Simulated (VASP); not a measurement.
```
Mo
1.0
   -1.57213     1.57213     1.57213
    1.57213    -1.57213     1.57213
    1.57213     1.57213    -1.57213
Mo
1
Direct
  0.00000   0.00000   0.00000
```

Method: revTPSS meta-GGA, VASP's PBE PAW potentials (set 64) (plane waves; VASP). Numerical set-up: 520 eV cut-off, 18×18×18 Γ-centred mesh, tetrahedra with Blöchl corrections, potentials Mo_sv.

Task: Give the energies of bands 5 to 10 at the high-symmetry points, in eV from the Fermi level.

Result: 
```json
[
 {"band": "5", "Γ": "-7.27", "H": "-5.56", "N": "-5.42", "P": "-2.70"},
 {"band": "6", "Γ": "-1.41", "H": "-5.56", "N": "-3.49", "P": "-2.70"},
 {"band": "7", "Γ": "-1.41", "H": "4.01", "N": "1.57", "P": "-2.70"},
 {"band": "8", "Γ": "-1.41", "H": "4.01", "N": "1.73", "P": "2.52"},
 {"band": "9", "Γ": "1.70", "H": "4.01", "N": "2.39", "P": "2.52"},
 {"band": "10", "Γ": "1.70", "H": "9.15", "N": "4.79", "P": "9.86"}
]
```

It has no gap at this level: it comes out as a metal or semimetal.

The compound is Mo in the bcc structure. It was relaxed first.
